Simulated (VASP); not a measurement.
These are PBE GGA, VASP's PBE PAW potentials (set 64) (plane waves; VASP) values and carry that method's errors.

The input files of a VASP run:

File KPOINTS:
```
k-points along high-symmetry lines
15
Line-mode
Reciprocal
  0.000000   0.000000   0.000000 ! GAMMA
  0.000000   0.500000   0.000000 ! X

  0.000000   0.500000   0.000000 ! X
  0.500000   0.500000   0.000000 ! M

  0.500000   0.500000   0.000000 ! M
  0.000000   0.000000   0.000000 ! GAMMA

  0.000000   0.000000   0.000000 ! GAMMA
  0.500000   0.500000   0.500000 ! R

  0.500000   0.500000   0.500000 ! R
  0.000000   0.500000   0.000000 ! X

  0.500000   0.500000   0.500000 ! R
  0.500000   0.500000   0.000000 ! M
```

### POSCAR
```
FeAl
1
    2.8672582374     0.0000000000     0.0000000000
    0.0000000000     2.8672582374     0.0000000000
    0.0000000000     0.0000000000     2.8672582374
Al Fe
1 1
Direct
  0.5000000000   0.5000000000   0.5000000000
  0.0000000000   0.0000000000   0.0000000000
```

**INCAR**
```
SYSTEM  =  FeAl
PREC  =  Accurate; ENCUT  =  400; LREAL  =  .FALSE.
LASPH  =  .TRUE.; ICHARG  =  11
EDIFF  =  1E-7; NELM  =  100; ALGO  =  Normal
LMAXMIX  =  4
ISMEAR  =  0; SIGMA  =  0.05
GGA  =  PE
LWAVE  =  .FALSE.; LCHARG  =  .FALSE.; LORBIT  =  11
```

POTCAR, in this order: Al Fe (PBE.64 set). Program: vasp_std. Read from the step before: CHGCAR.

The resulting files:

OUTCAR:
```
 ion  position               nearest neighbor table
   1  0.500  0.500  0.500-   2 2.48   2 2.48   2 2.48   2 2.48   2 2.48   2 2.48   2 2.48   2 2.48
  LATTYP: Found a simple cubic cell.
 ALAT       =     2.8672582374
 Subroutine PRICEL returns:
 Original cell was already a primitive cell.
 Subroutine GETGRP returns: Found 48 space group operations
The static configuration has the point symmetry O_h .
The dynamic configuration has the point symmetry O_h .
 Subroutine INISYM returns: Found 48 space group operations
   k-points           NKPTS =     90   k-points in BZ     NKDIM =     90   number of bands    NBANDS=      9
   number of dos      NEDOS =    301   number of ions     NIONS =      2
   total plane-waves  NPLWV =   8000
   dimension x,y,z NGX =    20 NGY =   20 NGZ =   20
   dimension x,y,z NGXF=    40 NGYF=   40 NGZF=   40
   ions per type =               1   1
   PREC   = accura    normal or accurate (medium, high low for compatibility)
   ISTART =      0    job   : 0-new  1-cont  2-samecut
   ICHARG =     11    charge: 1-file 2-atom 10-const
   ISPIN  =      1    spin polarized calculation?
   LNONCOLLINEAR =      F non collinear calculations
   LSORBIT =      F    spin-orbit coupling
   INIWAV =      1    electr: 0-lowe 1-rand  2-diag
   ENCUT  =  400.0 eV  29.40 Ry    5.42 a.u.   4.68  4.68  4.68*2*pi/ulx,y,z
   NELM   =    100;   NELMIN=  2; NELMDL= -5     # of ELM steps
...
```

File OSZICAR:
```
       N       E                     dE             d eps       ncg     rms          rms(c)
DAV:   1     0.296104373397E+02    0.29610E+02   -0.44144E+03  1628   0.102E+03
DAV:   2    -0.111077944780E+02   -0.40718E+02   -0.38674E+02  1622   0.170E+02
DAV:   3    -0.119152082266E+02   -0.80741E+00   -0.80360E+00  2107   0.331E+01
DAV:   4    -0.119255218685E+02   -0.10314E-01   -0.10312E-01  2030   0.326E+00
DAV:   5    -0.119257555739E+02   -0.23371E-03   -0.23370E-03  2029   0.413E-01
DAV:   6    -0.119257657171E+02   -0.10143E-04   -0.10144E-04  2063   0.759E-02
DAV:   7    -0.119257659875E+02   -0.27048E-06   -0.26948E-06  2001   0.105E-02
DAV:   8    -0.119257659977E+02   -0.10205E-07   -0.11516E-07  1501   0.191E-03
   1 F= -.11925766E+02 E0= -.11925333E+02  d E =-.866356E-03
```

**OUTCAR**
```
 val. band max:        8.3745860434   @ k =   0.3929   0.5000   0.3929

 cond. band min:       8.4982403742   @ k =   0.4286   0.4286   0.4286



 k-point     1 :       0.0000    0.0000    0.0000
  band No.  band energies     occupation
      1      -2.3550      2.00000
      2       5.7492      2.00000
      3       5.7492      2.00000
      4       8.1279      2.00000
      5       8.1279      2.00000
      6       8.1279      2.00000
      7      14.5116      0.00000
      8      14.5116      0.00000
      9      14.5116      0.00000

 k-point     2 :       0.0000    0.0357    0.0000
  band No.  band energies     occupation
      1      -2.3309      2.00000
      2       5.7467      2.00000
      3       5.7567      2.00000
      4       8.1119      2.00000
      5       8.1119      2.00000
      6       8.1293      2.00000
      7      14.2623      0.00000
      8      14.5476      0.00000
      9      14.5476      0.00000

 k-point     3 :       0.0000    0.0714    0.0000
  band No.  band energies     occupation
      1      -2.2587      2.00000
      2       5.7376      2.00000
      3       5.7790      2.00000
      4       8.0660      2.00000
      5       8.0660      2.00000
      6       8.1340      2.00000
      7      13.6790      0.00000
      8      14.6539      0.00000
      9      14.6539      0.00000

 k-point     4 :       0.0000    0.1071    0.0000
  band No.  band energies     occupation
      1      -2.1388      2.00000
      2       5.7161      2.00000
      3       5.8152      2.00000
      4       7.9944      2.00000
      5       7.9944      2.00000
      6       8.1416      2.00000
      7      12.9732      0.00000
      8      14.8269      0.00000
      9      14.8269      0.00000

 k-point     5 :       0.0000    0.1429    0.0000
  band No.  band energies     occupation
      1      -1.9718      2.00000
      2       5.6722      2.00000
      3       5.8640      2.00000
      4       7.9025      2.00000
...
```

The density is held fixed in this step, so its total energy and stress have no physical meaning.

The compound is FeAl in the CsCl type structure. It was relaxed first. The run is not spin-polarised, so no magnetic state was tried. The electron count is odd and the run is not spin-polarised, which forces a metal.
